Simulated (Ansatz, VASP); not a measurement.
## One calculation of TiGaSb, two programs

The input INCAR:

```
PREC = Accurate ; ENCUT = 600
EDIFF = 1E-7 ; ISMEAR = 0
SIGMA = 0.1 ; LREAL = F
LASPH = T ; NELM = 100
ALGO = Normal ; ISIF = 3
LWAVE = F ; LCHARG = F
GGA = PE ; IBRION = 2
NSW = 90 ; EDIFFG = -0.04
```

KPOINTS

```
Automatic mesh
0
Gamma
  6 6 6
```

File POSCAR:

```
TiGaSb
1.0
    4.7815809633      0.0000000000      0.0000000000
   -2.3907904817      4.1409705845      0.0000000000
    0.0000000000      0.0000000000      3.1821728397
Ti Ga Sb
1 1 1
Direct
    0.6666666667      0.3333333333      0.5000000000
    0.0000000000      0.0000000000      0.0000000000
    0.3333333333      0.6666666667      0.5000000000
```

Input for Ansatz:

```yaml
crystal:
  lattice:
    - [4.7815809633, 0.0, 0.0]
    - [-2.3907904817, 4.1409705845, 0.0]
    - [0.0, 0.0, 3.1821728397]
  atoms:
    - { symbol: Ti, position: [0.6666666667, 0.3333333333, 0.5] }
    - { symbol: Ga, position: [0.0, 0.0, 0.0] }
    - { symbol: Sb, position: [0.3333333333, 0.6666666667, 0.5] }
basis:
  ecutwfc: 420
kpoints:
  mp_grid: { grid: [6, 6, 6] }
hamiltonian:
  xc: pbe
scf:
  occupations: { method: gaussian, width: 0.1 }
  lower_state_search: "off"
output:
  forces: true
  stress: true
  eigenvalues: true
relax:
  adjacent_minimum: "off"
  f_tol: 0.04
  max_steps: 70
  cell: { stress_tol: 0.4 }
```

Change from the starting cell: species swapped into the CeCuGe type (P-6m2, No. 187).

Alike in both runs: task relaxation of cell and atoms; functional PBE; k mesh 6 × 6 × 6; occupations gaussian, width 0.1 eV; no spin polarisation.

|  | VASP | Ansatz |
| --- | --- | --- |
| version | VASP 6.6.1 | Ansatz 0.2.0 |
| potentials or method | VASP PAW PBE potentials, release 64 (Ti_sv, Ga_d, Sb) | scalar-relativistic, plane waves, PAW |
| plane-wave cutoff (eV) | 600 | 420 |
| valence electrons in the cell | 30 | 40 |

```tsv
	VASP	Ansatz	Ansatz less VASP
gap on the k mesh at the Fermi level, each at its own relaxed structure (eV)	none	none	-
relaxed volume (Å³/atom)	20.80	20.73	-0.075
relaxed cell length with the largest relative difference (Å)	3.012	2.997	-0.0145
energy change over the relaxation (meV/atom)	-12	-11	+0.3
```

A gap of «none» marks a metal or a gap that the smearing closes. The two sets of potentials don't hold the same shells in valence.

Spin-orbit coupling is left out, which matters for the levels of Sb.
